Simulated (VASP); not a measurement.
Here is the system:

```yaml
crystal:
  lattice:
    - [0.00000, 3.05653, 3.05653]
    - [3.05653, 0.00000, 3.05653]
    - [3.05653, 3.05653, 0.00000]
  atoms:
    - { symbol: In, position: [0.00000, 0.00000, 0.00000] }
    - { symbol: As, position: [0.25000, 0.25000, 0.25000] }
```

Level of theory: vdW-DF-cx, VASP's PBE PAW potentials (set 64) (plane waves; VASP 6.6.1). Numerical set-up: 520 eV cut-off, 9×9×9 Γ-centred mesh, first-order Methfessel-Paxton smearing of 0.10 eV, potentials In_d As.

Unless said otherwise, spin-orbit coupling is left out, though it shifts the bands of the heavy elements here.

Question: Predict the energy per atom (σ→0), band gap (on the k-mesh) with the smallest direct gap where there is one.

Answer: 
The band gap (on the k-mesh) comes out as none (metal, semimetal or under 0.01 eV). The energy per atom (σ→0) is -1598 meV/atom.

Only differences to runs with the same potentials and settings are physical.

The compound is InAs in the zinc blende structure. It was relaxed first. The start is the result of an earlier pass.
